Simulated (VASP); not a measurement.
Level of theory: G0W0 on PBE orbitals, VASP's PBE PAW potentials (set 64) (plane waves; VASP).

Input for VASP

### POSCAR
```
KBr
1
    0.0000000000     3.3000000000     3.3000000000
    3.3000000000     0.0000000000     3.3000000000
    3.3000000000     3.3000000000     0.0000000000
K Br
1 1
Direct
  0.0000000000   0.0000000000   0.0000000000
  0.5000000000   0.5000000000   0.5000000000
```

### KPOINTS
```
Regular mesh
0
gamma
4 4 4
```

**INCAR**
```
SYSTEM = KBr
PREC = Normal
ENCUT = 500
ALGO = EVGW0
LREAL = .FALSE.
LASPH = .TRUE.
ISMEAR = 0
SIGMA = 0.01
GGA = PE
LWAVE = .FALSE.
LCHARG = .FALSE.
NELMGW = 1
NBANDS = 160
NOMEGA = 64
ENCUTGW = 200
NBANDSGW = 16
LSPECTRALGW = .TRUE.
```

POTCAR, in this order: K_sv_GW Br_GW (PBE.64 set). Program: vasp_std. Read from the step before: WAVECAR, WAVEDER.

The resulting files:

OSZICAR:
```
energies w=
    0.000    0.000    0.723    0.000    1.444    0.000    2.161    0.000
    2.874    0.000    3.581    0.000    4.281    0.000    4.973    0.000
    5.657    0.000    6.331    0.000    6.996    0.000    7.652    0.000
    8.299    0.000    8.937    0.000    9.567    0.000   10.190    0.000
   10.806    0.000   11.417    0.000   12.023    0.000   12.625    0.000
   13.226    0.000   13.825    0.000   14.424    0.000   15.025    0.000
   15.628    0.000   16.237    0.000   16.851    0.000   17.474    0.000
   18.106    0.000   18.750    0.000   19.408    0.000   20.082    0.000
   20.776    0.000   21.491    0.000   22.231    0.000   23.000    0.000
   23.802    0.000   24.641    0.000   25.522    0.000   26.452    0.000
   27.436    0.000   28.484    0.000   29.605    0.000   30.809    0.000
   32.109    0.000   33.522    0.000   35.065    0.000   36.761    0.000
   38.640    0.000   40.734    0.000   43.090    0.000   45.761    0.000
   48.821    0.000   52.366    0.000   56.523    0.000   61.470    0.000
   67.456    0.000   74.848    0.000   84.201    0.000   96.408    0.000
  112.989    0.000  136.775    0.000  173.690    0.000  238.590    0.000
NQ=   1    0.0000    0.0000    0.0000,
 performed        196000 updates of chi_q(r,r)
NQ=   2    0.2500    0.0000    0.0000,
 performed        576000 updates of chi_q(r,r)
NQ=   3    0.5000    0.0000    0.0000,
 performed        864000 updates of chi_q(r,r)
NQ=   4    0.2500    0.2500    0.0000,
 performed       1209000 updates of chi_q(r,r)
NQ=   5    0.5000    0.2500    0.0000,
 performed       1671000 updates of chi_q(r,r)
NQ=   6   -0.2500    0.2500    0.0000,
 performed       2082000 updates of chi_q(r,r)
NQ=   7    0.5000    0.5000    0.0000,
 performed       2350000 updates of chi_q(r,r)
NQ=   8   -0.2500    0.5000    0.2500,
 performed       2700000 updates of chi_q(r,r)
 resolving degeneracies of screened two electron integrals
```

### OUTCAR
```


 k-point   1 :       0.0000    0.0000    0.0000
  band No.  KS-energies  QP-energies   sigma(KS)   V_xc(KS)     V^pw_x(r,r')   Z            occupation Imag(sigma)

      1     -28.3737     -30.1145     -21.3485     -18.5207     -30.7412       0.6156       2.0000       0.6009
      2     -12.8915     -14.5764     -16.1974     -13.9539     -22.1684       0.7510       2.0000       1.3157
      3     -11.8509     -14.8555     -21.5649     -17.8072     -24.6578       0.7996       2.0000       0.1144
      4     -11.8509     -14.8555     -21.5649     -17.8072     -24.6578       0.7996       2.0000       0.1144
      5     -11.8509     -14.8555     -21.5649     -17.8072     -24.6578       0.7996       2.0000       0.1144
      6      -0.5993      -2.4825     -14.9982     -12.6350     -16.5304       0.7969       2.0000       0.0763
      7      -0.5993      -2.4825     -14.9982     -12.6350     -16.5304       0.7969       2.0000       0.0763
      8      -0.5993      -2.4825     -14.9982     -12.6350     -16.5304       0.7969       2.0000       0.0763
      9       3.8294       4.4690      -5.8823      -6.6315      -3.0378       0.8536       0.0000      -0.0621
     10       7.0063       8.4009      -6.6333      -8.2928      -3.6158       0.8404       0.0000      -0.0727
     11       7.0063       8.4009      -6.6333      -8.2928      -3.6158       0.8404       0.0000      -0.0727
     12       7.0063       8.4009      -6.6333      -8.2928      -3.6158       0.8404       0.0000      -0.0727
     13       7.8240       9.6854      -7.8547     -10.0718      -4.7466       0.8396       0.0000      -0.0716
     14       7.8240       9.6854      -7.8547     -10.0718      -4.7466       0.8396       0.0000      -0.0716
     15      10.9939      11.1555      -4.1655      -4.3657      -0.7482       0.8068       0.0000      -0.1854
     16      14.2907      17.1278      -9.6464     -13.1846      -5.7469       0.8018       0.0000      -0.1730

 k-point   2 :       0.2500    0.0000    0.0000
  band No.  KS-energies  QP-energies   sigma(KS)   V_xc(KS)     V^pw_x(r,r')   Z            occupation Imag(sigma)

      1     -28.3709     -30.1117     -21.3501     -18.5261     -30.7458       0.6165       2.0000       0.5989
      2     -12.9881     -14.8012     -16.6756     -14.2247     -22.3667       0.7398       2.0000       1.1834
      3     -11.8536     -14.8580     -21.5578     -17.8014     -24.6489       0.7998       2.0000       0.1131
      4     -11.8536     -14.8580     -21.5578     -17.8014     -24.6489       0.7998       2.0000       0.1131
      5     -11.7192     -14.5411     -21.1075     -17.5729     -24.4600       0.7984       2.0000       0.2278
      6      -1.2697      -3.2376     -14.0698     -11.5955     -15.6355       0.7954       2.0000       0.0836
      7      -0.7726      -2.6726     -14.7912     -12.4044     -16.3407       0.7961       2.0000       0.0782
      8      -0.7726      -2.6726     -14.7912     -12.4044     -16.3407       0.7961       2.0000       0.0782
      9       5.0793       5.7894      -6.3982      -7.2383      -3.4965       0.8453       0.0000      -0.0667
     10       6.8887       8.0208      -6.5189      -7.8689      -3.5069       0.8386       0.0000      -0.0763
     11       7.7044       9.2046      -6.8709      -8.6634      -3.7527       0.8369       0.0000      -0.0789
     12       7.7044       9.2046      -6.8709      -8.6634      -3.7527       0.8369       0.0000      -0.0789
     13       8.5848      10.4806      -8.1181     -10.3976      -4.8990       0.8317       0.0000      -0.0789
     14       8.5848      10.4806      -8.1181     -10.3976      -4.8990       0.8317       0.0000      -0.0789
     15      11.5500      13.4333      -7.7959     -10.1178      -4.1476       0.8111       0.0000      -0.1376
     16      12.3546      14.3856      -8.3220     -10.8402      -4.5949       0.8065       0.0000      -0.1471

 k-point   3 :       0.5000    0.0000    0.0000
  band No.  KS-energies  QP-energies   sigma(KS)   V_xc(KS)     V^pw_x(r,r')   Z            occupation Imag(sigma)

      1     -28.3681     -30.1108     -21.3517     -18.5315     -30.7503       0.6180       2.0000       0.5969
      2     -13.0683     -14.9720     -16.9675     -14.3833     -22.4832       0.7367       2.0000       1.0962
      3     -11.8564     -14.8587     -21.5508     -17.7956     -24.6400       0.7995       2.0000       0.1117
      4     -11.8564     -14.8587     -21.5508     -17.7956     -24.6400       0.7995       2.0000       0.1117
      5     -11.6030     -14.3006     -20.8348     -17.4537     -24.3454       0.7979       2.0000       0.2955
      6      -1.7763      -3.8270     -13.6377     -11.0465     -15.2997       0.7914       2.0000       0.0936
      7      -0.9323      -2.8456     -14.6221     -12.2098     -16.1936       0.7931       2.0000       0.0804
      8      -0.9323      -2.8456     -14.6221     -12.2098     -16.1936       0.7931       2.0000       0.0804
      9       5.9791       6.6345      -5.7943      -6.5680      -2.9140       0.8471       0.0000      -0.0700
     10       7.6348       8.8486      -7.4210      -8.8958      -4.2022       0.8230       0.0000      -0.0924
     11       9.1391      11.2570      -8.0330     -10.6118      -4.6023       0.8213       0.0000      -0.0989
     12       9.1391      11.2570      -8.0330     -10.6118      -4.6023       0.8213       0.0000      -0.0989
     13       9.4604      10.4227      -6.5116      -7.6663      -3.3288       0.8334       0.0000      -0.0885
     14       9.4604      10.4227      -6.5116      -7.6663      -3.3288       0.8334       0.0000      -0.0885
     15      10.3136      11.9740      -7.7470      -9.7864      -4.0773       0.8142       0.0000      -0.1215
     16      10.5412      13.3510      -9.7192     -13.1752      -6.0907       0.8130       0.0000      -0.1062

 k-point   4 :       0.2500    0.2500    0.0000
  band No.  KS-energies  QP-energies   sigma(KS)   V_xc(KS)     V^pw_x(r,r')   Z            occupation Imag(sigma)

      1     -28.3700     -30.1122     -21.3511     -18.5278     -30.7471       0.6171       2.0000       0.5991
      2     -12.9384     -14.7344     -16.5917     -14.1921     -22.3349       0.7485       2.0000       1.2125
      3     -11.8687     -14.8685     -21.5275     -17.7657     -24.6223       0.7974       2.0000       0.1170
      4     -11.8687     -14.8685     -21.5275     -17.7657     -24.6223       0.7974       2.0000       0.1170
      5     -11.7645     -14.6262     -21.1912     -17.6053     -24.4856       0.7980       2.0000       0.2023
      6      -1.3050      -3.2785     -14.1061     -11.6218     -15.6966       0.7944       2.0000       0.0849
      7      -0.7614      -2.6744     -14.8460     -12.4459     -16.4001       0.7971       2.0000       0.0779
      8      -0.7614      -2.6744     -14.8460     -12.4459     -16.4001       0.7971       2.0000       0.0779
      9       5.2951       6.0993      -6.5054      -7.4572      -3.5505       0.8448       0.0000      -0.0678
     10       5.9349       6.9864      -5.9631      -7.2017      -3.0834       0.8489       0.0000      -0.0683
     11       8.2378      10.2346      -8.1076     -10.4951      -4.9351       0.8363       0.0000      -0.0741
     12       8.4421      10.0987      -7.2821      -9.2793      -4.0435       0.8295       0.0000      -0.0873
     13       8.4421      10.0987      -7.2821      -9.2793      -4.0435       0.8295       0.0000      -0.0873
     14       9.0030      10.4052      -7.5781      -9.2749      -4.3121       0.8264       0.0000      -0.0909
     15      11.0333      13.1903      -8.6600     -11.3144      -4.9918       0.8126       0.0000      -0.1155
     16      12.1020      13.9713      -7.9081     -10.2115      -4.2929       0.8115       0.0000      -0.1445

 k-point   5 :       0.5000    0.2500    0.0000
  band No.  KS-energies  QP-energies   sigma(KS)   V_xc(KS)     V^pw_x(r,r')   Z            occupation Imag(sigma)

      1     -28.3672     -30.1162     -21.3533     -18.5330     -30.7515       0.6201       2.0000       0.5979
      2     -12.9483     -14.7893     -16.7796     -14.3134     -22.4163       0.7465       2.0000       1.1655
      3     -11.8908     -14.8881     -21.4700     -17.7063     -24.5676       0.7964       2.0000       0.1199
      4     -11.8716     -14.8711     -21.5200     -17.7593     -24.6132       0.7976       2.0000       0.1157
      5     -11.7364     -14.5440     -21.0068     -17.4912     -24.3936       0.7986       2.0000       0.2449
      6      -1.4831      -3.5046     -14.0199     -11.4776     -15.6538       0.7952       2.0000       0.0879
      7      -1.0619      -3.0097     -14.5070     -12.0528     -16.0964       0.7937       2.0000       0.0817
      8      -0.9089      -2.8367     -14.7003     -12.2769     -16.2761       0.7955       2.0000       0.0799
      9       6.0548       6.9895      -6.0453      -7.1509      -3.1501       0.8455       0.0000      -0.0698
     10       6.9667       7.9502      -6.8120      -7.9918      -3.7089       0.8336       0.0000      -0.0801
     11       8.3452       9.3512      -6.6389      -7.8460      -3.4397       0.8335       0.0000      -0.0844
     12       9.0268      10.9107      -7.9142     -10.2049      -4.5103       0.8224       0.0000      -0.0975
     13       9.1250      11.1543      -8.2871     -10.7342      -4.9973       0.8293       0.0000      -0.0825
     14       9.5794      11.8735      -8.2618     -11.0552      -4.7958       0.8213       0.0000      -0.1012
     15      10.2686      12.6332      -8.8037     -11.6992      -5.2760       0.8166       0.0000      -0.1062
     16      10.9839      12.3341      -7.2999      -8.9601      -3.7933       0.8133       0.0000      -0.1268

 k-point   6 :      -0.2500    0.2500    0.0000
  band No.  KS-energies  QP-energies   sigma(KS)   V_xc(KS)     V^pw_x(r,r')   Z            occupation Imag(sigma)

      1     -28.3681     -30.1103     -21.3522     -18.5314     -30.7501       0.6176       2.0000       0.5977
      2     -12.9961     -14.8524     -16.8340     -14.3275     -22.4349       0.7406       2.0000       1.1431
      3     -11.8911     -14.8841     -21.4774     -17.7105     -24.5746       0.7945       2.0000       0.1204
      4     -11.8566     -14.8572     -21.5503     -17.7949     -24.6397       0.7990       2.0000       0.1118
      5     -11.6768     -14.4459     -20.9777     -17.5117     -24.4033       0.7989       2.0000       0.2589
...
```
(Selected blocks of OUTCAR.)

The mesh is coarse and the basis finite, so the quasiparticle values are not converged.

The compound is KBr in the rock salt structure. The cell was not relaxed at this level.
